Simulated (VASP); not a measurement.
Energy against volume of C (diamond). Level of theory: r2SCAN+rVV10, VASP's PBE PAW potentials (set 64) (plane waves; VASP 6.6.1). Numerical set-up: 520 eV cut-off, 13×13×13 Γ-centred mesh, Gaussian smearing of 0.050 eV, potentials C.

| V (Å³/atom) | E (eV/atom) |
|---|---|
| 5.474 | -9.78264 |
| 5.644 | -9.79053 |
| 5.813 | -9.78402 |
| 5.982 | -9.76497 |

Question: Fit these four points and predict the energy of the run at 5.305 Å³/atom.

Answer: A cubic in V^(−2/3), the third-order Birch-Murnaghan form, passes through the four points with V0 = 5.65 Å³/atom and B0 = 451 GPa, and gives -9.7584 eV/atom there. The run gave -9.7581 eV/atom, +0.3 meV/atom from the fit; all five points give B0 = 453 GPa.

The compound is C in the diamond structure. It was relaxed first.
